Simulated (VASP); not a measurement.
Given:

```
AlAs
1.0
    0.00000     2.84063     2.84063
    2.84063     0.00000     2.84063
    2.84063     2.84063     0.00000
Al As
1 1
Direct
  0.00000   0.00000   0.00000
  0.25000   0.25000   0.25000
```

These are PBEsol GGA, VASP's PBE PAW potentials (set 64) (plane waves; VASP) values and carry that method's errors. Numerical set-up: 400 eV cut-off, 9×9×9 Γ-centred mesh, tetrahedra with Blöchl corrections, potentials Al As.

Problem. Estimate the energy per atom (σ→0).

Solution. 
```json
{
  "energy per atom (σ→0)": "-5.033 eV/atom"
}
```

The structure was generated: AlAs was put into the zinc blende type (F-43m), which need not be its known phase. It was relaxed first, which changed the volume by +8 %.
